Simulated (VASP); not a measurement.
Here is the system:

```yaml
crystal:
  lattice:
    - [0.00000, 2.25271, 2.25271]
    - [2.25271, 0.00000, 2.25271]
    - [2.25271, 2.25271, 0.00000]
  atoms:
    - { symbol: Ga, position: [0.00000, 0.00000, 0.00000] }
    - { symbol: N, position: [0.25000, 0.25000, 0.25000] }
```

All values below come from r2SCAN meta-GGA with spin-orbit coupling, VASP's PBE PAW potentials (set 64) (plane waves; VASP). Numerical set-up: 520 eV cut-off, 9×9×9 Γ-centred mesh, Gaussian smearing of 0.050 eV, potentials Ga_d N.

Question: Give the energies of bands 13 to 20 at the high-symmetry points, in eV from the valence-band maximum.

Answer: 
| band | Γ | X | U | L | W |
|---|---|---|---|---|---|
| 13 | -0.01 | -6.22 | -5.96 | -7.17 | -5.78 |
| 14 | -0.01 | -6.22 | -5.95 | -7.17 | -5.77 |
| 15 | 0.00 | -2.81 | -4.37 | -1.01 | -3.81 |
| 16 | 0.00 | -2.81 | -4.33 | -1.01 | -3.81 |
| 17 | 0.00 | -2.77 | -2.25 | -0.99 | -3.72 |
| 18 | 0.00 | -2.77 | -2.24 | -0.99 | -3.68 |
| 19 | 2.12 | 3.76 | 5.46 | 5.17 | 6.72 |
| 20 | 2.12 | 3.76 | 5.46 | 5.17 | 6.73 |

The gap is direct, 2.12 eV, from the valence maximum at Γ to the conduction minimum at Γ.

The compound is GaN in the zinc blende structure, a metastable form; wurtzite is the usual one. It was relaxed first.
